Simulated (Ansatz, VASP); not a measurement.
**TiC: VASP beside Ansatz**

Aim: how closely do two programs agree when they are given the same cell, functional and k mesh? The structure shown is the end of the Ansatz relaxation below.

Calculated with Ansatz 0.2.0; plane waves, with VASP 6.6.1 beside it; single point at LDA.

### Step 1. The starting structure

Symmetry: I4/mmm, No. 139, tetragonal system. Conventional cell: a = 3.007 Å, b = 3.007 Å, c = 4.303 Å, α = 90.00°, β = 90.00°, γ = 90.00°. Nearest to C lie 6 Ti at 2.13 to 2.15 Å. Nearest to Ti lie 6 C at 2.13 to 2.15 Å. Farther neighbours are not listed.

### Step 2. Ansatz: relaxation, LDA

Ansatz runs on its PAW soft_1 files.

This run makes the geometry at which the two programs are then compared.

The input, input.yaml:

```yaml
crystal:
  lattice:
    - [0.0, 2.1304133787, 2.1517175125]
    - [2.1304133787, 0.0, 2.1517175125]
    - [2.1304133787, 2.1304133787, 0.0]
  atoms:
    - { symbol: C, position: [0.5, 0.5, 0.5] }
    - { symbol: Ti, position: [0.0, 0.0, 0.0] }
  conventional_axes: [[-1, 1, 1], [1, -1, 1], [1, 1, -1]]
kpoints:
  mp_grid: { grid: [16, 16, 16] }
hamiltonian:
  xc: lda
  pseudopotentials: { kind: paw, azcp: { folder: soft_1 }, xc_functional: pbe }
scf:
  occupations: { method: methfessel_paxton, width: 0.2 }
output:
  forces: true
  stress: true
  eigenvalues: true
relax:
  adjacent_minimum: "off"
  f_tol: 0.001
  max_steps: 60
  cell: { stress_tol: 0.01, fix: [c, angles] }
```

Run with:

```sh
$ ansatz run input.yaml --threads 4 --pin off --max-ram 10240MiB --backend cpu --events-out ev --progress --plain --runs-dir out
```

Numbers of over 12 decimals in the logs are rounded to 6 here.

The log of the run:

```text
Engine: ansatz 0.2.0, x86_64-unknown-linux-gnu
Pseudopotentials: kind: paw
Pseudopotential: C, paw, valence charge 4, recommended cutoff 420 eV (normal), soft_1/C.paw.azcp
Pseudopotential: Ti, paw, valence charge 12, recommended cutoff 420 eV (normal), soft_1/Ti.paw.azcp
Functional definition: SPW92
  exchange = slater_x
  correlation = pw_c
Crystal: 2 atoms, lattice volume = 19.532 Å³
Basis set: ecut = 420 eV, 363 PW (Γ)
Bands: 12, of which v1, the nominal top of the filled ones, is band 8 counted from 1 (7 counted from 0)
Symmetry: 16 space group operations
Space group: I4/mmm (ITA 139), of the structure as read, at distance tolerance 2.7e-5 Å
k-points: 349 of 4096
Non-local potential: C, projectors of the file, l = 0: 2, l = 1: 2, l = 2: 1
Non-local potential: Ti, projectors of the file, l = 0: 3, l = 1: 2, l = 2: 3, l = 3: 1
PAW form: soft (Blöchl's): semilocal exchange-correlation on the pseudo side does not see the compensation charge
PAW frozen core: C, regenerated for the run's functional, and the local potential with it (the file was generated under x = pbe(κ = 0.804, μ = 0.219515), c = pbe(β = 0.066725))
PAW frozen core: Ti, regenerated for the run's functional, and the local potential with it (the file was generated under x = pbe(κ = 0.804, μ = 0.219515), c = pbe(β = 0.066725))
PAW one-centre angular grid: C, 110 points (default); XC on 64 Gauss nodes
PAW one-centre angular grid: Ti, 590 points (default); XC on 64 Gauss nodes
Initial density: superposition of atomic densities (chi_scale 0.1, normalization cell, long waves kept (reshape's long-wave potential 0.00 eV rms))
Initial wavefunctions: pseudopotential atomic-orbital guess
Functional: x = slater, c = lda
SCF iter   1: F=—  HF=-2696.222804 eV  |F-HF|=—  |Δ(HF+E_count)|=         —  Δρ=1.43e-1  dr2=5.13e0  ethr=3.10e-3  ⟨swp⟩=4.3  Hψ=20144  notcnv=0
preconditioner: auto → none  [metal: Δε(μ)=0.085 eV  Ē_g=20.348 eV  σ=0.200 eV  W_gap=0.34  n_scr=8 (ndim 8)  ℏωp=31.4 eV  f_vac=0.000  D(μ)=0.21/eV (n_scr^D=0)  sad-step TF]
SCF iter   2: F=—  HF=-2695.694242 eV  |F-HF|=—  |Δ(HF+E_count)|=   5.29e-1  S|Δr|=    0.00e0  Δρ=9.94e-2  dr2=2.52e0  ethr=3.10e-3  ⟨swp⟩=2.0  Hψ=8290  notcnv=0
SCF iter   3: F=—  HF=-2695.188917 eV  |F-HF|=—  |Δ(HF+E_count)|=   5.05e-1  S|Δr|=    0.00e0  Δρ=1.14e-2  dr2=1.74e-2  ethr=3.10e-3  ⟨swp⟩=2.7  Hψ=8540  notcnv=0
SCF iter   4: F=—  HF=-2695.182760 eV  |F-HF|=—  |Δ(HF+E_count)|=   6.16e-3  S|Δr|=    0.00e0  Δρ=1.45e-3  dr2=1.40e-4  ethr=1.09e-4  ⟨swp⟩=2.6  Hψ=10319  notcnv=0
SCF iter   5: F=—  HF=-2695.182943 eV  |F-HF|=—  |Δ(HF+E_count)|=   1.82e-4  S|Δr|=    0.00e0  Δρ=3.37e-4  dr2=1.52e-5  ethr=8.78e-7  ⟨swp⟩=2.0  Hψ=5586  notcnv=0
SCF iter   6: F=—  HF=-2695.182942 eV  |F-HF|=—  |Δ(HF+E_count)|=   7.28e-7  S|Δr|=    0.00e0  Δρ=2.66e-5  dr2=1.12e-7  ethr=9.51e-8  ⟨swp⟩=2.0  Hψ=6664  notcnv=0
SCF iter   7: F=-2695.182942 eV  HF=-2695.182942 eV  |F-HF|=2.85e-10  |Δ(HF+E_count)|=   2.91e-8  S|Δr|=    0.00e0  Δρ=1.79e-6  dr2=3.92e-10  ethr=6.25e-10  ⟨swp⟩=4.9  Hψ=16610  notcnv=0
SCF 1 converged in 7 iterations: F = -2695.182942 eV  dr2 = 3.92e-10
  greatest PAW one-centre occupation: 0.998 electrons in one spin orbital (limit 2), on the Ti atom at site 1 (counted from 0), in its partial waves of l = 0
relax step   1: F+E_penalty+E_count = -2695.18294187 eV  Δ(F+E_penalty+E_count) = +0.000e0 eV  max|allowed force component| = 3.550e-30 eV/Å  Δτ_max = 0.0000 Å  P = -2.710 GPa  Ω = 19.532 Å³  fix = [c, alpha, beta, gamma]  reactions: c -5.548 GPa  (7 SCF iters, dr2 threshold 1.00e-7 eV, accepted)
[...]
relax step   2: F+E_penalty+E_count = -2695.18328014 eV  Δ(F+E_penalty+E_count) = -3.383e-4 eV  max|allowed force component| = 2.367e-30 eV/Å  Δτ_max = 0.0000 Å  P = -1.980 GPa  Ω = 19.481 Å³  energy of the carried Pulay correction = +7.586e-5 eV  fix = [c, alpha, beta, gamma]  reactions: c -5.227 GPa  (3 SCF iters, dr2 threshold 2.00e-7 eV, accepted)
[...]
relax step   3: F+E_penalty+E_count = -2695.18333032 eV  Δ(F+E_penalty+E_count) = -5.017e-5 eV  max|allowed force component| = 3.047e-29 eV/Å  Δτ_max = 0.0000 Å  P = -1.698 GPa  Ω = 19.461 Å³  energy of the carried Pulay correction = +1.047e-4 eV  fix = [c, alpha, beta, gamma]  reactions: c -5.102 GPa  (3 SCF iters, dr2 threshold 2.00e-7 eV, accepted)
[...]
relax step   4: F+E_penalty+E_count = -2695.18322655 eV  Δ(F+E_penalty+E_count) = +1.038e-4 eV  max|allowed force component| = 3.402e-29 eV/Å  Δτ_max = 0.0000 Å  P = -1.705 GPa  Ω = 19.461 Å³  fix = [c, alpha, beta, gamma]  reactions: c -5.105 GPa  stress off target by 4.72e-3 GPa on what of the cell is left free  SCF on the basis re-selected at this cell (its energy is not comparable with the rows above)  (5 SCF iters)
basis re-selected at this cell: Δ(F+E_penalty+E_count) = +1.038e-4 eV, ΔP = -0.006 GPa vs the last step (what re-selecting the basis moved, of the pressure what is left beyond the Pulay correction that the steps carried, after the strain that the cell walked since its last selection, with what the two solves' SCF thresholds leave and, on support functions, any second-order correction that the steps lacked; it is no m [...]
SCF converged after 5 iterations
Stability not checked: this state was not tested for a lower state beside it, because cold or Methfessel-Paxton smearing, or corrected tetrahedra, fill the levels in a way that the test cannot read (fill_not_monotonic; see scf.lower_state_search)
Free energy (F): -2695.183227 eV
Harris-Foulkes:  -2695.183227 eV  (|F-HF|=0.00e0)
Internal energy: -2695.183013 eV  (E = F + TS)
E sigma→0 (E₀):  -2695.183173 eV
Entropy (-TS):   -0.000214 eV (-0.107 meV/atom)
Fermi energy:    15.045650 eV
Step filling:    the computed levels leave a gap of 0.0060 eV = 0.0 smearing widths at the electron count; against every level under it full and every level over it empty, smearing changes F+E_penalty+E_count by -0.191 meV and its σ→0 estimate by -0.138 meV
--- Per-component energies (eV) ---
  E_band       = -101.672557
  E_kinetic    = 368.336971
  E_local      = -808.591177  (includes V_loc(G=0)·N_el)
  E_nonlocal   = 88.578633
  E_hartree    = 318.677188
  E_xc         = -163.928302
  E_vxc        = -205.558671  (∫ρ·V_xc dr)
  E_paw        = -1085.327270  (= ΣΔE_a)
  E_vpaw       = -181.792614  (= ΣTr[D̂ρ^β])
  E_aug_tail   = -0.000069  (compensation charges beyond the density's cutoff)
  E_ewald      = -1413.317770
  E_core_change = 0.388783  (= ΣΔE_core)
  E_smearing   = -0.000214  (= −TS)
  E_closure    = -0.000000  (closes the sum)
  Σ components = -2695.183227   (vs F -2695.183227, Δ=0.00e0)
--- Forces (eV/Å), atoms counted from 1 ---
  atom   1  C     -0.00000000    -0.00000000    -0.00000000
  atom   2  Ti     0.00000000     0.00000000    -0.00000000
  max |Σ_I F_I| component: 4.32e-29 eV/Å
--- Stress (GPa, compression-positive) ---
       -0.004721       0.000000      -0.000000
        0.000000      -0.004721      -0.000000
       -0.000000      -0.000000      -5.104896
  P = ⅓ Tr σ = -1.7048 GPa (-17.048 kbar)
--- Band table (eV; the first three rows and the last of 349) ---
  k-point 0: bands = [... 4 lower, 2.6419, 15.6466, 15.7392, 15.7392, 16.7711, 16.8233, 16.8233, 16.8234]
  k-point 1: bands = [... 4 lower, 2.7361, 15.2604, 15.4873, 15.5568, 16.0909, 16.1251, 17.0517, 17.8527]
  k-point 2: bands = [... 4 lower, 3.0125, 14.3766, 14.7160, 14.7735, 16.1536, 16.1832, 17.4038, 18.9607]
  k-point 348: bands = [... 4 lower, 4.9346, 11.5633, 13.2694, 15.1452, 15.1452, 17.9453, 18.7491, 18.7491]
--- Relaxed structure (3 steps of the walk, 3 accepted, 1 SCFs on fresh bases) ---
  F+E_penalty+E_count = -2695.18322655 eV   max|allowed force component| = 3.402e-29 eV/Å   (the final SCF, on the basis selected at the relaxed cell)
  cell:  # Å, volume = 19.4615 Å³
    - [0.0, 2.126574, 2.1517175125]
    - [2.126574, 0.0, 2.1517175125]
    - [2.126574, 2.126574, 0.0]
  atoms:
    - { symbol: C, position: [0.500000, 0.500000, 0.500000] }
    - { symbol: Ti, position: [0, 0, 0] }
```

Reading the cycles: dr2 is the Hartree energy of the density residual (eV), the measure of convergence; HF is the Harris–Foulkes estimate of the energy, which meets the free energy F at convergence.

### Step 3. VASP: single point, LDA, pair 1

The same cell, functional (in two slightly different forms), mesh and smearing now go to VASP, with its own data sets.

Lines of VASP's logs that name or quote its potential files are left out, and so is its time.

The input, INCAR:

```
SYSTEM = TiC
PREC = Accurate
ENCUT = 600
EDIFF = 1E-06
NELM = 120
ISMEAR = 1
SIGMA = 0.2
LREAL = .FALSE.
ALGO = Normal
GGA = CA
NBANDS = 14
LASPH = .TRUE.
LORBIT = 11
LWAVE = .FALSE.
LCHARG = .FALSE.
ISIF = 2
GGA_COMPAT = .FALSE.
KPAR = 2
```

The input, POSCAR:

```
TiC
1.0
    0.0000000000      2.1265740758      2.1517175125
    2.1265740758      0.0000000000      2.1517175125
    2.1265740758      2.1265740758      0.0000000000
C Ti
1 1
Direct
    0.5000000000      0.5000000000      0.5000000000
    0.0000000000      0.0000000000      0.0000000000
```

The input, KPOINTS:

```
Automatic mesh
0
Gamma
16 16 16
0 0 0
```

Potentials, in the order of the species: C and Ti_sv (LDA family, release 64).

Run with:

```sh
$ mpirun -np 2 vasp_std
```

The log of the run:

```text
[banner, memory and clock lines left out]
running    2 mpi-ranks, on    1 nodes
 distrk:  each k-point on    1 cores,    2 groups
 distr:  one band on    1 cores,    1 groups

 POSCAR found type information on POSCAR C Ti
 POSCAR found :  2 types and       2 ions
 LDA part: xc-table for (Slater(with rela. corr.)+CA(PZ))
 , standard interpolation
 POSCAR, INCAR and KPOINTS ok, starting setup
 FFT: planning ... GRIDC
 FFT: planning ... GRID_SOFT
 FFT: planning ... GRID
 WAVECAR not read
 entering main loop
       N       E                     dE             d eps       ncg     rms          rms(c)
DAV:   1     0.125380440094E+03    0.12538E+03   -0.88938E+03  9780   0.152E+03
DAV:   2    -0.171750689925E+02   -0.14256E+03   -0.13423E+03 10362   0.370E+02
DAV:   3    -0.256372312994E+02   -0.84622E+01   -0.82582E+01 13026   0.864E+01
DAV:   4    -0.259813660270E+02   -0.34413E+00   -0.34382E+00 12256   0.158E+01
DAV:   5    -0.259900050697E+02   -0.86390E-02   -0.86383E-02 13196   0.220E+00    0.188E+01
DAV:   6    -0.211846178066E+02    0.48054E+01   -0.13136E+01 14026   0.606E+01    0.691E+00
DAV:   7    -0.205835287083E+02    0.60109E+00   -0.22882E+00 11842   0.228E+01    0.531E+00
DAV:   8    -0.205530389342E+02    0.30490E-01   -0.11614E-01 10828   0.388E+00    0.348E+00
DAV:   9    -0.205392498060E+02    0.13789E-01   -0.10662E-01 12106   0.396E+00    0.675E-01
DAV:  10    -0.205386378185E+02    0.61199E-03   -0.10558E-02 13314   0.135E+00    0.638E-01
DAV:  11    -0.205367027209E+02    0.19351E-02   -0.49774E-03 10534   0.106E+00    0.155E-01
DAV:  12    -0.205366901198E+02    0.12601E-04   -0.36133E-04 11038   0.216E-01    0.489E-02
DAV:  13    -0.205366790666E+02    0.11053E-04   -0.22194E-05 11944   0.381E-02    0.600E-03
DAV:  14    -0.205366787650E+02    0.30160E-06   -0.62459E-07  7898   0.108E-02
   1 F= -.20536679E+02 E0= -.20536611E+02  d E =-.204401E-03
```

Parts of OUTCAR (step 3):

```text
ion  position               nearest neighbor table
   1  0.500  0.500  0.500-   2 2.13   2 2.13   2 2.13   2 2.13   2 2.15   2 2.15
   2  0.000  0.000  0.000-   1 2.13   1 2.13   1 2.13   1 2.13   1 2.15   1 2.15

  LATTYP: Found a body centered tetragonal cell.
 ALAT       =     3.0074298994
 C/A-ratio  =     1.4309344420

 Subroutine GETGRP returns: Found 16 space group operations
 (whereof 16 operations were pure point group operations)

The static configuration has the point symmetry D_4h.

 Found    349 irreducible k-points:

   k-points           NKPTS =    349   k-points in BZ     NKDIM =    349   number of bands    NBANDS=     14

   dimension x,y,z NGX =    24 NGY =   24 NGZ =   24
   dimension x,y,z NGXF=    48 NGYF=   48 NGZF=   48

   ENCUT  =  600.0 eV  44.10 Ry    6.64 a.u.   6.04  6.04  6.01*2*pi/ulx,y,z

   NELECT =      16.0000    total number of electrons

 k-points in reciprocal lattice and weights: Automatic mesh
   0.00000000  0.00000000  0.00000000       0.000
   0.06250000  0.00000000  0.00000000       0.002
   0.12500000  0.00000000  0.00000000       0.002
   0.18750000  0.00000000  0.00000000       0.002
   0.25000000  0.00000000  0.00000000       0.002
   0.31250000  0.00000000  0.00000000       0.002
   0.37500000  0.00000000  0.00000000       0.002
   0.43750000  0.00000000  0.00000000       0.002
   0.50000000  0.00000000  0.00000000       0.001
[...]
-0.31250000  0.18750000  0.50000000       0.001
  -0.25000000  0.25000000  0.50000000       0.000

 average (electrostatic) potential at core
       1 -48.2323       2 -70.5503

 E-fermi :   9.7363

 k-point     1 :       0.0000    0.0000    0.0000
  band No.  band energies     occupation
      1     -46.0072      2.00000
      2     -22.3975      2.00000
      3     -22.3833      2.00000
      4     -22.3833      2.00000
      5      -2.6555      2.00000
      6      10.3334     -0.00020
      7      10.4252     -0.00001
      8      10.4252     -0.00001
      9      11.4588     -0.00000
     10      11.5037     -0.00000
    ...

 k-point     2 :       0.0625    0.0000    0.0000
  band No.  band energies     occupation
      1     -46.0036      2.00000
      2     -22.4142      2.00000
      3     -22.3930      2.00000
      4     -22.3853      2.00000
      5      -2.5613      2.00000
      6       9.9484     -0.06067
      7      10.1743     -0.00824
      8      10.2437     -0.00196
      9      10.7755     -0.00000
     10      10.8101     -0.00000
    ...

 k-point     3 :       0.1250    0.0000    0.0000
  band No.  band energies     occupation
    ...
      4     -22.3909      2.00000
      5      -2.2851      2.00000
      6       9.0667      2.00002
      7       9.4047      2.04085
      8       9.4625      2.06569
      9      10.8385     -0.00000
     10      10.8679     -0.00000
     11      12.0883     -0.00000
     12      13.6429     -0.00000
     13      13.7412      0.00000
    ...

  Total        0.0704789      0.0704789     -0.5553813      0.0000000     -0.0000000      0.0000000
  in kB        5.8022114      5.8022114    -45.7220369      0.0000000     -0.0000000      0.0000000
  external PRESSURE =     -11.3725380 kB  Pullay stress =       0.0000000 kB

  energy-cutoff  :      600.00
  volume of cell :       19.46
      direct lattice vectors                 reciprocal lattice vectors
     0.000000000  2.126574076  2.151717512    -0.235119955  0.235119955  0.232372510
     2.126574076  0.000000000  2.151717512     0.235119955 -0.235119955  0.232372510
     2.126574076  2.126574076  0.000000000     0.235119955  0.235119955 -0.232372510

 POSITION                                       TOTAL-FORCE (eV/Angst)
 -----------------------------------------------------------------------------------
      2.12657      2.12657      2.15172         0.000000     -0.000000     -0.000000
      0.00000      0.00000      0.00000         0.000000      0.000000      0.000000
 -----------------------------------------------------------------------------------
    total drift:                                0.000000     -0.000000     -0.000000

  FREE ENERGIE OF THE ION-ELECTRON SYSTEM (eV)
  ---------------------------------------------------
  free  energy   TOTEN  =       -20.5366787650 eV

  energy  without entropy=      -20.5364743642  energy(sigma->0) =      -20.53661063

 total charge
# of ion       s       p       d       tot
------------------------------------------
    1        0.890   1.526   0.000   2.416
    2        2.211   6.273   2.036  10.519
--------------------------------------------------
tot          3.101   7.798   2.036  12.935

[... 3 further parts left out ...]
```

The run ends at a pressure of -1.14 GPa.

### Step 4. Side by side

Known differences besides the potentials themselves: the two LDA forms differ slightly; the cutoff is 420 eV in Ansatz and 600 eV in VASP; VASP's log shows a relativistic correction to its local exchange, Ansatz's none; Ansatz's pressure holds a Pulay correction, VASP's none. Total energies have different zeros and are not compared.

Both answers:

| quantity | Ansatz | VASP | difference |
| --- | --- | --- | --- |
| pressure (GPa) | -1.70 | -1.14 | -0.57 |

### Step 5. Ansatz: relaxation, LDA

This run makes the geometry at which the two programs are then compared. The cell compared in this pair holds 19.59 Å³, against 19.46 Å³ for the pair before.

The structure compared here is the end of the Ansatz relaxation.

Changes to input.yaml since step 2:

```diff
@@ -2,5 +2,5 @@
   lattice:
-    - [0.0, 2.1304133787, 2.1517175125]
-    - [2.1304133787, 0.0, 2.1517175125]
-    - [2.1304133787, 2.1304133787, 0.0]
+    - [0.0, 2.1265740758, 2.1730216463]
+    - [2.1265740758, 0.0, 2.1730216463]
+    - [2.1265740758, 2.1265740758, 0.0]
   atoms:
```

Run with:

```sh
$ ansatz run input.yaml --threads 4 --pin off --max-ram 10240MiB --backend cpu --events-out ev --progress --plain --runs-dir out
```

The log of the run:

```text
[...]
Crystal: 2 atoms, lattice volume = 19.654 Å³
Basis set: ecut = 420 eV, 371 PW (Γ)
Bands: 12, of which v1, the nominal top of the filled ones, is band 8 counted from 1 (7 counted from 0)
Symmetry: 16 space group operations
[...]
k-points: 349 of 4096
[...]
k-point 348: bands = [... 4 lower, 4.8323, 11.3716, 13.1906, 15.0857, 15.0857, 17.8075, 18.5980, 18.5980]
--- Relaxed structure (3 steps of the walk, 3 accepted, 1 SCFs on fresh bases) ---
[...]
cell:  # Å, volume = 19.5864 Å³
    - [0.0, 2.122903, 2.1730216463]
    - [2.122903, 0.0, 2.1730216463]
    - [2.122903, 2.122903, 0.0]
  atoms:
    - { symbol: C, position: [0.500000, 0.500000, 0.5] }
    - { symbol: Ti, position: [0, 0, 0] }
[key lines of the parts left out:]
SCF converged after 5 iterations
Free energy (F): -2695.174295 eV
Fermi energy:    14.932820 eV
P = ⅓ Tr σ = -3.2374 GPa (-32.374 kbar)
```

### Step 6. VASP: single point, LDA, pair 2

The same cell, functional (in two slightly different forms), mesh and smearing now go to VASP, with its own data sets.

INCAR is that of step 3.

The input, POSCAR:

```
TiC
1.0
    0.0000000000      2.1229033540      2.1730216463
    2.1229033540      0.0000000000      2.1730216463
    2.1229033540      2.1229033540      0.0000000000
C Ti
1 1
Direct
    0.5000000000      0.5000000000      0.5000000000
    0.0000000000      0.0000000000      0.0000000000
```

KPOINTS is that of step 3.

Run with:

```sh
$ mpirun -np 2 vasp_std
```

The log of the run:

```text
[... set-up lines as in an earlier step ...]
 entering main loop
       N       E                     dE             d eps       ncg     rms          rms(c)
DAV:   1     0.125653371685E+03    0.12565E+03   -0.88258E+03  9786   0.151E+03
DAV:   2    -0.171858133777E+02   -0.14284E+03   -0.13418E+03 10216   0.371E+02
DAV:   3    -0.256370035316E+02   -0.84512E+01   -0.82129E+01 12868   0.866E+01
DAV:   4    -0.259896838497E+02   -0.35268E+00   -0.35240E+00 12282   0.160E+01
[...]
DAV:  12    -0.205283184024E+02    0.21166E-04   -0.35271E-04 11104   0.208E-01    0.481E-02
DAV:  13    -0.205283075419E+02    0.10860E-04   -0.23422E-05 11830   0.394E-02    0.634E-03
DAV:  14    -0.205283071934E+02    0.34852E-06   -0.63124E-07  7922   0.113E-02
   1 F= -.20528307E+02 E0= -.20528307E+02  d E =-.552940E-06
```

[end of part 1 of 2]

[Lines on the potential files, build, host, timing and source positions are cut from VASP's logs without a mark.]

[Logs are printed without paths, hosts, clocks, repeated set-up lines and the standing remarks that a program may print on its own settings, such as how far it seeks lower states.]

[Hosts, paths, dates, database ids (printed as entryN), source tags and the programs' standing remarks are cut or masked in the printed files.]
